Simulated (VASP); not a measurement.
Consider the following.

```xyz
4
Lattice="3.7700 0.0000 0.0000 0.0000 3.7700 0.0000 0.0000 0.0000 3.7700" Properties=species:S:1:pos:R:3 pbc="T T T"
Cu     0.0000     0.0000     1.8850
Cu     1.8850     0.0000     0.0000
Cu     0.0000     1.8850     0.0000
N      0.0000     0.0000     0.0000
```

Method: PBEsol GGA, VASP's PBE PAW potentials (set 64) (plane waves; VASP). Run with 520 eV cut-off, 7×7×7 Γ-centred mesh, tetrahedra with Blöchl corrections, potentials Cu N.

The cores are frozen, which limits the accuracy of field gradients.

Question: Give the principal components of the electric field gradient (V/Å²) and the asymmetry η at each nucleus.

Answer: 
```json
[
 {"atom": "Cu1", "Vxx": "33.4", "Vyy": "33.4", "Vzz": "-66.8", "η": "0.00"},
 {"atom": "Cu2", "Vxx": "33.4", "Vyy": "33.4", "Vzz": "-66.8", "η": "0.00"},
 {"atom": "Cu3", "Vxx": "33.4", "Vyy": "33.4", "Vzz": "-66.8", "η": "0.00"},
 {"atom": "N4", "Vxx": "0.0", "Vyy": "0.0", "Vzz": "0.0", "η": "-"}
]
```

The structure comes from a computed database's Cu3N entry (Pm-3m); how it stands against other phases isn't given here. It was relaxed first.
